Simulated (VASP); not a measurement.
Here is the system:

```
CELL_PARAMETERS angstrom
      1.33000    -2.30363     0.00000
      1.33000     2.30363     0.00000
      0.00000     0.00000     4.95000
ATOMIC_POSITIONS crystal
  Zn 0.33333 0.66667 0.25000
  Zn 0.66667 0.33333 0.75000
```

The numbers are results of PBE GGA, VASP's PBE PAW potentials (set 64) (plane waves; VASP 6.6.1), not measurements. Numerical set-up: 300 eV cut-off, 10×10×5 Γ-centred mesh, Gaussian smearing of 0.20 eV, potentials Zn.

What does the run give for the energy per atom (σ→0), band gap (on the k-mesh) with the smallest direct gap where there is one?

| Quantity | Result |
|---|---|
| band gap (on the k-mesh) | none (metal, semimetal or under 0.01 eV) |
| energy per atom (σ→0) | -1.116 eV/atom |

The structure is a typed Zn crystal (P6_3/mmc). The cell was not relaxed at this level.
